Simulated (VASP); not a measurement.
Computed with G0W0 on PBE orbitals, VASP's PBE PAW potentials (set 64) (plane waves; VASP).

The input files of a VASP run:

**POSCAR**
```
GaN
1
    3.1889300000     0.0000000000     0.0000000000
   -1.5944650000     2.7616940000     0.0000000000
    0.0000000000     0.0000000000     5.1923600000
Ga N
2 2
Direct
  0.6666670000   0.3333330000   0.4990800000
  0.3333330000   0.6666670000   0.9990800000
  0.6666670000   0.3333330000   0.8759200000
  0.3333330000   0.6666670000   0.3759200000
```

**KPOINTS**
```
Automatic mesh
0
Gamma
5 5 3
0 0 0
```

### INCAR
```
ALGO = EVGW0
ENCUT = 500
ENCUTGW = 170
GGA = PE
ISMEAR = 0
LASPH = .TRUE.
LCHARG = .FALSE.
LREAL = .FALSE.
LSPECTRALGW = .TRUE.
LWAVE = .FALSE.
NBANDS = 176
NBANDSGW = 26
NELMGW = 1
NOMEGA = 64
PREC = Normal
SIGMA = 0.01
SYSTEM = GaN
```

POTCAR, in this order: Ga_d_GW N_GW_new (PBE.64 set). Program: vasp_std. Read from the step before: WAVECAR, WAVEDER.

What VASP printed:

File OUTCAR:
```
 ion  position               nearest neighbor table
   1  0.667  0.333  0.499-   4 1.95   4 1.95   4 1.95   3 1.96
   2  0.333  0.667  0.999-   3 1.95   3 1.95   3 1.95   4 1.96
   3  0.667  0.333  0.876-   2 1.95   2 1.95   2 1.95   1 1.96
   4  0.333  0.667  0.376-   1 1.95   1 1.95   1 1.95   2 1.96
  LATTYP: Found a hexagonal cell.
 ALAT       =     3.1889300000
 C/A-ratio  =     1.6282452108
 Subroutine PRICEL returns:
 Original cell was already a primitive cell.
 Subroutine GETGRP returns: Found 12 space group operations
The static configuration has the point symmetry C_3v.
 The point group associated with its full space group is C_6v.
The dynamic configuration has the point symmetry C_3v.
 Subroutine INISYM returns: Found 12 space group operations
 Subroutine IBZKPT returns following result:
 Found     10 irreducible k-points:

 Following reciprocal coordinates:
            Coordinates               Weight
  0.000000  0.000000  0.000000      1.000000
  0.200000 -0.000000  0.000000      6.000000
  0.400000  0.000000  0.000000      6.000000
  0.200000  0.200000  0.000000      6.000000
  0.400000  0.200000  0.000000      6.000000
  0.000000  0.000000  0.333333      2.000000
  0.200000 -0.000000  0.333333     12.000000
  0.400000  0.000000  0.333333     12.000000
  0.200000  0.200000  0.333333     12.000000
  0.400000  0.200000  0.333333     12.000000
 Subroutine IBZKPT_HF returns following result:
   k-points           NKPTS =     10   k-points in BZ     NKDIM =     75   number of bands    NBANDS=    176
   number of dos      NEDOS =    301   number of ions     NIONS =      4
   total plane-waves  NPLWV =   9072
   dimension x,y,z NGX =    18 NGY =   18 NGZ =   28
   dimension x,y,z NGXF=    36 NGYF=   36 NGZF=   56
   ions per type =               2   2
   PREC   = normal    normal or accurate (medium, high low for compatibility)
   ISTART =      1    job   : 0-new  1-cont  2-samecut
   ICHARG =      0    charge: 1-file 2-atom 10-const
   ISPIN  =      1    spin polarized calculation?
   LNONCOLLINEAR =      F non collinear calculations
   LSORBIT =      F    spin-orbit coupling
   INIWAV =      1    electr: 0-lowe 1-rand  2-diag
   ENCUT  =  500.0 eV  36.75 Ry    6.06 a.u.   5.81  5.81  9.47*2*pi/ulx,y,z
   NELM   =     60;   NELMIN=  2; NELMDL=  0     # of ELM steps
   EDIFF  = 0.1E-03   stopping-criterion for ELM
   LREAL  =      F    real-space projection
   NLSPLINE    = F    spline interpolate recip. space projectors
   LMAXMIX     =    2 max onsite mixed and CHGCAR
   VOSKOWN=      0    Vosko Wilk Nusair interpolation
   EDIFFG = 0.1E-02   stopping-criterion for IOM
   NSW    =      0    number of steps for IOM
   NBLOCK =      1;   KBLOCK =      1    inner block; outer block
   IBRION =     -1    ionic relax: 0-MD 1-quasi-New 2-CG
   NFREE  =      0    steps in history (QN), initial steepest desc. (CG)
   ISIF   =      0    stress and relaxation
   ISYM   =      3    0-nonsym 1-usesym 2-fastsym
   TEIN   =    0.0    initial temperature
   TEBEG  =    0.0;   TEEND  =   0.0 temperature during run
   SMASS  =  -3.00    Nose mass-parameter (am)
   PSTRESS=    0.0 pullay stress
   NELECT =      36.0000    total number of electrons
   EFERMI =   0.00;   METHOD = LEGACY
   ISMEAR =     0;   SIGMA  =   0.01  broadening in eV -4-tet -1-fermi 0-gaus
   IALGO  =     38    algorithm
   LDIAG  =      T    sub-space diagonalisation (order eigenvalues)
   IMIX   =      4    mixing-type and parameters
     AMIX     =   0.40;   BMIX     =  1.00
     AMIX_MAG =   1.60;   BMIX_MAG =  1.00
     AMIN     =   0.10
   GGA     = PE    functional components
   VOSKOWN =     0    Vosko Wilk Nusair interpolation
   LHFCALC =     T    Hartree Fock is set to
   NKREDX  =     1    reduce k-point grid by
...
```

OSZICAR:
```
energies w=
    0.000    0.000    0.563    0.000    1.125    0.000    1.684    0.000
    2.240    0.000    2.790    0.000    3.336    0.000    3.875    0.000
    4.407    0.000    4.932    0.000    5.450    0.000    5.960    0.000
    6.464    0.000    6.961    0.000    7.451    0.000    7.936    0.000
    8.416    0.000    8.891    0.000    9.363    0.000    9.833    0.000
   10.300    0.000   10.767    0.000   11.234    0.000   11.702    0.000
   12.173    0.000   12.648    0.000   13.128    0.000   13.614    0.000
   14.108    0.000   14.611    0.000   15.126    0.000   15.654    0.000
   16.198    0.000   16.759    0.000   17.340    0.000   17.944    0.000
   18.575    0.000   19.235    0.000   19.930    0.000   20.663    0.000
   21.442    0.000   22.272    0.000   23.160    0.000   24.116    0.000
   25.151    0.000   26.276    0.000   27.510    0.000   28.869    0.000
   30.377    0.000   32.064    0.000   33.967    0.000   36.134    0.000
   38.625    0.000   41.525    0.000   44.943    0.000   49.036    0.000
   54.026    0.000   60.243    0.000   68.198    0.000   78.729    0.000
   93.310    0.000  114.798    0.000  149.550    0.000  215.146    0.000
NQ=   1    0.0000    0.0000    0.0000,
 performed        518000 updates of chi_q(r,r)
NQ=   2    0.2000   -0.0000    0.0000,
 performed       1356000 updates of chi_q(r,r)
NQ=   3    0.4000    0.0000    0.0000,
 performed       2194000 updates of chi_q(r,r)
NQ=   4    0.2000    0.2000    0.0000,
 performed       3087000 updates of chi_q(r,r)
NQ=   5    0.4000    0.2000    0.0000,
 performed       3980000 updates of chi_q(r,r)
NQ=   6    0.0000    0.0000    0.3333,
 performed       4543000 updates of chi_q(r,r)
NQ=   7    0.2000   -0.0000    0.3333,
 performed       5491000 updates of chi_q(r,r)
NQ=   8    0.4000    0.0000    0.3333,
 performed       6439000 updates of chi_q(r,r)
NQ=   9    0.2000    0.2000    0.3333,
 performed       7552000 updates of chi_q(r,r)
NQ=  10    0.4000    0.2000    0.3333,
 performed       8665000 updates of chi_q(r,r)
 resolving degeneracies of screened two electron integrals
```

OUTCAR:
```


 k-point   1 :       0.0000    0.0000    0.0000
  band No.  KS-energies  QP-energies   sigma(KS)   V_xc(KS)     V^pw_x(r,r')   Z            occupation Imag(sigma)

      1     -10.1972     -11.2388     -16.4380     -14.8597     -24.5921       0.6599       2.0000       1.0257
      2      -9.3048     -11.0216     -20.6148     -18.1336     -29.3616       0.6919       2.0000       0.6751
      3      -7.7215     -10.5608     -25.4130     -21.5030     -34.8322       0.7262       2.0000       0.1984
      4      -7.7062     -10.5386     -25.4194     -21.5163     -34.8403       0.7257       2.0000       0.1985
      5      -7.7062     -10.5386     -25.4194     -21.5163     -34.8403       0.7257       2.0000       0.1985
      6      -7.6458     -10.5006     -25.5038     -21.5785     -34.9194       0.7273       2.0000       0.1912
      7      -7.6458     -10.5006     -25.5038     -21.5785     -34.9194       0.7273       2.0000       0.1912
      8      -7.4572     -10.3897     -25.7535     -21.7455     -35.1195       0.7316       2.0000       0.1448
      9      -7.4572     -10.3897     -25.7535     -21.7455     -35.1195       0.7316       2.0000       0.1448
     10      -7.3606     -10.3065     -25.8990     -21.8842     -35.3113       0.7338       2.0000       0.1484
     11      -7.3606     -10.3065     -25.8990     -21.8842     -35.3113       0.7338       2.0000       0.1484
     12      -6.1074      -8.2637     -22.9310     -19.9577     -31.4786       0.7252       2.0000       0.4086
     13      -1.2729      -2.1853     -14.2804     -12.9976     -18.6582       0.7113       2.0000       0.2550
     14       4.7388       4.0377     -17.7481     -16.8243     -20.8364       0.7589       2.0000       0.0773
     15       4.7388       4.0377     -17.7481     -16.8243     -20.8364       0.7589       2.0000       0.0773
     16       5.7354       5.1535     -18.4080     -17.6448     -21.2505       0.7624       2.0000       0.0688
     17       5.7720       5.1819     -18.5133     -17.7391     -21.4209       0.7621       2.0000       0.0696
     18       5.7720       5.1819     -18.5133     -17.7391     -21.4209       0.7621       2.0000       0.0696
     19       7.6784       8.2888     -12.6246     -13.3953      -9.0124       0.7920       0.0000      -0.0536
     20      10.0105      10.7448     -11.6296     -12.5505      -7.3591       0.7974       0.0000      -0.0644
     21      14.9660      15.7954     -13.3847     -14.5089      -7.7484       0.7378       0.0000      -0.1364
     22      15.6432      16.2916     -10.3898     -11.2120      -5.3055       0.7885       0.0000      -0.1037
     23      15.6432      16.2916     -10.3898     -11.2120      -5.3055       0.7885       0.0000      -0.1037
     24      16.4777      17.1925     -10.5421     -11.4524      -5.2904       0.7852       0.0000      -0.1137
     25      17.4531      18.2291     -11.1277     -12.1315      -5.6089       0.7732       0.0000      -0.1479
     26      17.4531      18.2291     -11.1277     -12.1315      -5.6089       0.7732       0.0000      -0.1479

 k-point   2 :       0.2000   -0.0000    0.0000
  band No.  KS-energies  QP-energies   sigma(KS)   V_xc(KS)     V^pw_x(r,r')   Z            occupation Imag(sigma)

      1      -9.8516     -11.0101     -17.2913     -15.5681     -25.5088       0.6723       2.0000       0.9707
      2      -9.2259     -11.0287     -21.0878     -18.4996     -29.9178       0.6965       2.0000       0.6351
      3      -7.6808     -10.5243     -25.4419     -21.5290     -34.8589       0.7267       2.0000       0.1976
      4      -7.6615     -10.5066     -25.4835     -21.5699     -34.9095       0.7270       2.0000       0.1964
      5      -7.6085     -10.4571     -25.4144     -21.5048     -34.8015       0.7286       2.0000       0.1961
      6      -7.5763     -10.4511     -25.6097     -21.6704     -35.0460       0.7298       2.0000       0.1891
      7      -7.5478     -10.2973     -24.8796     -21.1023     -34.1500       0.7279       2.0000       0.2363
      8      -7.4860     -10.4117     -25.6912     -21.6906     -35.0521       0.7313       2.0000       0.1482
      9      -7.4525     -10.3836     -25.7536     -21.7475     -35.1270       0.7317       2.0000       0.1463
     10      -7.4027     -10.3200     -25.7068     -21.7226     -35.0788       0.7322       2.0000       0.1580
     11      -7.3532     -10.3021     -25.9083     -21.8925     -35.3210       0.7343       2.0000       0.1473
     12      -5.8506      -7.9182     -22.7268     -19.8809     -31.1696       0.7265       2.0000       0.4237
     13      -0.7304      -1.6295     -14.5437     -13.2872     -18.7493       0.7157       2.0000       0.2185
     14       2.5346       1.6758     -16.1395     -14.9925     -19.5235       0.7489       2.0000       0.1032
     15       3.5823       2.8531     -17.0901     -16.1263     -20.2168       0.7565       2.0000       0.0857
     16       4.0563       3.2914     -17.1802     -16.1690     -20.3602       0.7564       2.0000       0.0836
     17       5.3183       4.6880     -18.0321     -17.2055     -20.9395       0.7625       2.0000       0.0717
     18       5.4321       4.8066     -18.2469     -17.4249     -21.2069       0.7610       2.0000       0.0719
     19       9.5609      10.2489     -13.4117     -14.2926      -9.5969       0.7810       0.0000      -0.0600
     20      11.5463      12.3678     -12.0686     -13.1116      -7.5512       0.7876       0.0000      -0.0728
     21      13.5754      14.2654     -11.4486     -12.3363      -6.5128       0.7774       0.0000      -0.0934
     22      14.5118      15.1632     -11.7944     -12.6401      -6.7749       0.7702       0.0000      -0.1047
     23      16.0017      16.7645     -11.5002     -12.4932      -6.0661       0.7681       0.0000      -0.1323
     24      16.3722      17.0727     -10.7021     -11.6007      -5.3917       0.7796       0.0000      -0.1258
     25      17.1985      17.8618     -10.9025     -11.7619      -5.4074       0.7718       0.0000      -0.1546
     26      18.1402      18.9145     -11.6475     -12.6649      -5.8178       0.7610       0.0000      -0.2017

 k-point   3 :       0.4000    0.0000    0.0000
  band No.  KS-energies  QP-energies   sigma(KS)   V_xc(KS)     V^pw_x(r,r')   Z            occupation Imag(sigma)

      1      -9.3752     -10.9601     -19.8996     -17.6023     -28.5164       0.6899       2.0000       0.7470
      2      -9.1506     -11.0610     -21.6503     -18.9260     -30.5813       0.7012       2.0000       0.5888
      3      -7.6546     -10.5080     -25.3971     -21.4794     -34.7662       0.7283       2.0000       0.1903
      4      -7.6335     -10.4976     -25.5073     -21.5759     -34.9103       0.7285       2.0000       0.1873
      5      -7.5447     -10.4393     -25.5530     -21.5893     -34.9318       0.7303       2.0000       0.1725
      6      -7.4935     -10.3927     -25.5891     -21.6198     -34.9405       0.7304       2.0000       0.1608
      7      -7.4693     -10.3691     -25.7889     -21.8241     -35.2609       0.7314       2.0000       0.1845
      8      -7.4566     -10.3799     -25.8017     -21.8105     -35.2557       0.7324       2.0000       0.1728
      9      -7.3868     -10.3219     -25.8643     -21.8584     -35.2863       0.7327       2.0000       0.1530
     10      -7.3387     -10.2904     -25.9216     -21.9042     -35.3343       0.7347       2.0000       0.1455
     11      -6.6534      -8.9188     -22.9125     -19.7840     -31.5605       0.7241       2.0000       0.3884
     12      -5.5277      -7.4693     -22.4461     -19.7611     -30.7478       0.7231       2.0000       0.4391
     13      -0.4157      -1.3038     -15.0118     -13.7786     -19.1749       0.7202       2.0000       0.1980
     14       0.7731      -0.1212     -15.5294     -14.3045     -19.3963       0.7301       2.0000       0.1467
     15       1.4018       0.4880     -15.7273     -14.4859     -19.4614       0.7360       2.0000       0.1280
     16       3.1694       2.3441     -16.5507     -15.4510     -19.8730       0.7505       2.0000       0.0937
     17       4.0194       3.2543     -16.7444     -15.7356     -19.7806       0.7585       2.0000       0.0819
     18       4.8679       4.1869     -17.8221     -16.9242     -20.8783       0.7584       2.0000       0.0762
     19      10.8111      11.3417     -11.0447     -11.7100      -6.7551       0.7975       0.0000      -0.0686
     20      11.3644      12.1229     -11.9009     -12.8606      -7.4567       0.7904       0.0000      -0.0718
     21      12.0609      12.5935     -11.5727     -12.2500      -7.2012       0.7863       0.0000      -0.0764
     22      14.2623      15.2887     -13.5541     -14.9206      -8.2004       0.7511       0.0000      -0.1138
     23      16.0991      16.9030     -12.7888     -13.8599      -7.2180       0.7505       0.0000      -0.1455
     24      16.2511      16.8770     -10.6065     -11.4056      -5.4640       0.7833       0.0000      -0.1219
     25      17.8294      18.3966     -11.2733     -12.0153      -5.6755       0.7644       0.0000      -0.1916
     26      19.0139      19.7388     -11.2879     -12.2485      -5.1583       0.7547       0.0000      -0.2597

 k-point   4 :       0.2000    0.2000    0.0000
  band No.  KS-energies  QP-energies   sigma(KS)   V_xc(KS)     V^pw_x(r,r')   Z            occupation Imag(sigma)

      1      -9.4479     -10.9114     -19.2369     -17.1027     -27.7387       0.6858       2.0000       0.8076
      2      -9.1614     -11.0521     -21.5645     -18.8618     -30.4810       0.6996       2.0000       0.5948
      3      -7.6686     -10.5198     -25.4142     -21.4944     -34.7986       0.7274       2.0000       0.1907
      4      -7.6090     -10.4721     -25.5646     -21.6350     -35.0003       0.7286       2.0000       0.1935
      5      -7.5468     -10.4367     -25.6052     -21.6511     -35.0189       0.7309       2.0000       0.1819
      6      -7.5177     -10.4018     -25.6195     -21.6700     -35.0464       0.7303       2.0000       0.1857
      7      -7.5021     -10.4187     -25.6406     -21.6475     -34.9938       0.7304       2.0000       0.1507
      8      -7.4460     -10.3763     -25.7374     -21.7369     -35.1264       0.7325       2.0000       0.1552
      9      -7.4112     -10.3378     -25.8227     -21.8234     -35.2395       0.7318       2.0000       0.1564
     10      -7.3724     -10.2944     -25.7888     -21.8024     -35.1835       0.7330       2.0000       0.1583
     11      -6.9457      -9.3560     -23.4185     -20.0981     -32.2447       0.7259       2.0000       0.3492
     12      -5.4978      -7.4560     -22.5940     -19.8889     -30.9264       0.7239       2.0000       0.4352
     13      -0.0276      -0.8678     -15.0624     -13.8985     -19.0421       0.7219       2.0000       0.1791
     14       1.4190       0.5060     -16.1696     -14.9333     -19.9798       0.7386       2.0000       0.1266
     15       1.4233       0.4792     -15.3226     -14.0424     -18.9655       0.7374       2.0000       0.1267
...
```
(Selected blocks of OUTCAR.)

The mesh is coarse and the basis finite, so the quasiparticle values are not converged.

The structure comes from a computed database's GaN entry (P6_3mc); how it stands against other phases isn't given here. The cell was not relaxed at this level. The k-mesh is coarse (spacing up to 0.46 per Å, 2π included), so the numbers may not be converged in it.
